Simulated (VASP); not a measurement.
VASP runs on GaSb (zinc blende) share one base input (PBE GGA, plane waves, VASP's PBE PAW potentials (set 64)) and change the settings named in each case.

**INCAR**
```
NELM = 100   # most electronic steps
ISIF = 2   # forces and stress, cell fixed
PREC = Accurate
LWAVE = F
ISMEAR = 0
SYSTEM = GaSb
ALGO = Normal
GGA = PE   # PBE
LMAXMIX = 4   # l cut-off of mixed one-centre charges
ENCUT = 400
SIGMA = 0.05   # width (eV)
EDIFF = 1E-6   # SCF stop (eV)
LCHARG = F
LASPH = T   # aspherical one-centre terms
LREAL = F   # projection in real space or not
```

**POSCAR**
```
GaSb
1
    0.0000000000     3.0500000000     3.0500000000
    3.0500000000     0.0000000000     3.0500000000
    3.0500000000     3.0500000000     0.0000000000
Ga Sb
1 1
Direct
  0.0000000000   0.0000000000   0.0000000000
  0.2500000000   0.2500000000   0.2500000000
```

File KPOINTS:
```
Automatic mesh
0
Gamma
7 7 7
0 0 0
```

POTCAR, in this order: Ga_d Sb (PBE.64 set). Program: vasp_std.

| change | E(σ→0) (eV/atom) | pressure (GPa) | −TS (eV) |
|---|---|---|---|
| base run | -3.6644 | 2.72 | -0.0001 |
| ISMEAR = 2, SIGMA = 0.01 | -3.6645 | 2.71 | 0.0000 |
| ISMEAR = -1, SIGMA = 0.5 | -3.6260 | 3.60 | -0.4335 |
| ISMEAR = -1, SIGMA = 0.2 | -3.6625 | 2.87 | -0.0241 |
| SIGMA = 0.01 | -3.6645 | 2.71 | 0.0000 |
| ISMEAR = 2 | -3.6645 | 2.70 | 0.0000 |
| ISMEAR = 1, SIGMA = 0.01 | -3.6645 | 2.71 | 0.0000 |
| ISMEAR = -5, SIGMA removed | -3.6645 | 2.71 | 0.0000 |
| ISMEAR = -4, SIGMA removed | -3.6645 | 2.71 | 0.0000 |
 Unless said otherwise, spin-orbit coupling is left out, though it shifts the bands of the heavy elements here.

Left out are runs that ran out of time, are held back, or changed the cell or the kind of run, fixed moments of cells without a moment, rows past the twelfth, gaps on odd meshes, pressures of charged cells and columns that move by less than the noise.

The compound is GaSb in the zinc blende structure. The cell was not relaxed at this level.
